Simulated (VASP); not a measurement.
NbZr$_{3}$C$_{4}$ (ordered alloy cell): computed properties

These are PBEsol GGA, VASP's PBE PAW potentials (set 64) (plane waves; VASP) values and carry that method's errors.

For NbZr3C4, the space group is Pm-3m (221). The cell comes out as a = b = c = 4.611 Å, α = β = γ = 90.00°. The volume per atom is 12.25 Å³/atom and the band gap (over mesh and band path) is none (metal, semimetal or under 0.01 eV). The density is 7.02 g/cm³.

```yaml
crystal:
  lattice:
    - [4.61089, 0.00000, 0.00000]
    - [0.00000, 4.61089, 0.00000]
    - [0.00000, 0.00000, 4.61089]
  atoms:
    - { symbol: Zr, position: [0.00000, 0.00000, 0.00000] }
    - { symbol: Zr, position: [0.50000, 0.50000, 0.00000] }
    - { symbol: Zr, position: [0.50000, 0.00000, 0.50000] }
    - { symbol: C, position: [0.50000, 0.50000, 0.50000] }
    - { symbol: C, position: [0.00000, 0.00000, 0.50000] }
    - { symbol: C, position: [0.00000, 0.50000, 0.00000] }
    - { symbol: C, position: [0.50000, 0.00000, 0.00000] }
    - { symbol: Nb, position: [0.00000, 0.50000, 0.50000] }
```

The structure was generated: NbZr3C4 was put into an ordered model structure (Pm-3m), which need not be its known phase. It was relaxed first. Symmetry was kept, so distortions that lower it aren't found. The electron count is odd and the run is not spin-polarised, which forces a metal.
